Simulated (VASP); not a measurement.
OSZICAR of a VASP run on WSi2 (MoSi2 type):

### OSZICAR
```
       N       E                     dE             d eps       ncg     rms          rms(c)
DAV:   1     0.120524752451E+03    0.12052E+03   -0.10659E+04  4890   0.140E+03
DAV:   2    -0.215712619129E+02   -0.14210E+03   -0.14015E+03  5646   0.347E+02
DAV:   3    -0.256640642742E+02   -0.40928E+01   -0.39286E+01  6459   0.499E+01
DAV:   4    -0.256955041570E+02   -0.31440E-01   -0.31434E-01  5646   0.509E+00
DAV:   5    -0.256958846324E+02   -0.38048E-03   -0.38047E-03  6521   0.567E-01    0.247E+01
DAV:   6    -0.249189911545E+02    0.77689E+00   -0.48122E+00  5849   0.161E+01    0.831E+00
DAV:   7    -0.248382864925E+02    0.80705E-01   -0.31824E-01  5534   0.334E+00    0.448E+00
DAV:   8    -0.248152565667E+02    0.23030E-01   -0.49298E-02  6339   0.198E+00    0.306E-01
DAV:   9    -0.248148666617E+02    0.38991E-03   -0.12337E-03  5807   0.298E-01    0.181E-01
DAV:  10    -0.248147953125E+02    0.71349E-04   -0.32092E-04  6108   0.181E-01    0.336E-02
DAV:  11    -0.248147886341E+02    0.66783E-05   -0.40233E-05  6164   0.531E-02    0.142E-02
DAV:  12    -0.248147884737E+02    0.16040E-06   -0.19334E-06  6011   0.949E-03    0.338E-03
DAV:  13    -0.248147878617E+02    0.61204E-06   -0.32697E-07  5487   0.565E-03    0.522E-04
DAV:  14    -0.248147877894E+02    0.72292E-07   -0.14164E-08  2949   0.128E-03
   1 F= -.24814788E+02 E0= -.24814833E+02  d E =0.136509E-03
```

### Question
Which electronic solver shows in the log?

### Answer
It is blocked Davidson (ALGO = Normal, or the opening steps of other solvers). The INCAR had ALGO = Normal.

### Question
Can the final energy be trusted as converged?

### Answer
Self-consistency was reached. It stopped with EDIFF = 1E-7, NELM = 100 (PBE GGA, plane waves, VASP's PBE PAW potentials (set 64)).

The compound is WSi2 in the MoSi2 type structure. It was relaxed first.
